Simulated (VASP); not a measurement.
C (diamond): computed properties

All values below come from PBEsol GGA, VASP's PBE PAW potentials (set 64) (plane waves; VASP).

For C, the space group is Fd-3m (227) and the cell comes out as a = b = c = 3.557 Å, α = β = γ = 90.00°. The volume per atom comes out as 5.62 Å^3/atom, the band gap (over mesh and band path) is 4.03 eV and the smallest direct gap (over mesh and band path) is 5.56 eV. The Hill bulk modulus is 449 GPa and the Hill shear modulus comes out as 527 GPa. The Poisson's ratio is 0.078. The density comes out as 3.55 g/cm³, the mean ε∞ (DFPT) is 5.87 and the mean ε∞ (independent particles) is 6.01. The C11 comes out as 1070 GPa, the C12 is 139 GPa and the C44 comes out as 573 GPa.

```cif
data_C2
_chemical_formula_sum 'C2'
_space_group_name_H-M_alt 'P 1'
_space_group_IT_number 1
_cell_length_a 2.51494
_cell_length_b 2.51494
_cell_length_c 2.51494
_cell_angle_alpha 60.000
_cell_angle_beta 60.000
_cell_angle_gamma 60.000
loop_
_space_group_symop_operation_xyz
  'x, y, z'
loop_
_atom_site_label
_atom_site_type_symbol
_atom_site_fract_x
_atom_site_fract_y
_atom_site_fract_z
_atom_site_occupancy
C1 C 0.00000 0.00000 0.00000 1
C2 C 0.25000 0.25000 0.25000 1
```

Measured: a 3.553 Å at 0 K (computed value off by +0.1 %), as given by Daniel Mejia-Rodriguez et al., Physical Review B (2018), arXiv:1807.09216 [static lattice: zero-point anharmonic expansion removed]; bulk modulus 442 GPa (computed value off by +1.5 %), as given by M. Råsander et al., The Journal of Chemical Physics (2015), arXiv:1505.02379; shear modulus 534 GPa (computed value off by -1.3 %), as given by Cormac Toher et al., Physical Review Materials (2017), arXiv:1611.05714; ε∞ 5.70 at 300 K (computed value off by +3.1 %), as given by Jonathan M. Skelton et al., Journal of Chemical Theory and Computation (2020), arXiv:2005.00277. The calculation is for a static lattice, while the measured bulk modulus, shear modulus hold thermal and zero-point effects, which are part of the difference.

The compound is C in the diamond structure. It was relaxed first. Symmetry was kept, so distortions that lower it aren't found.
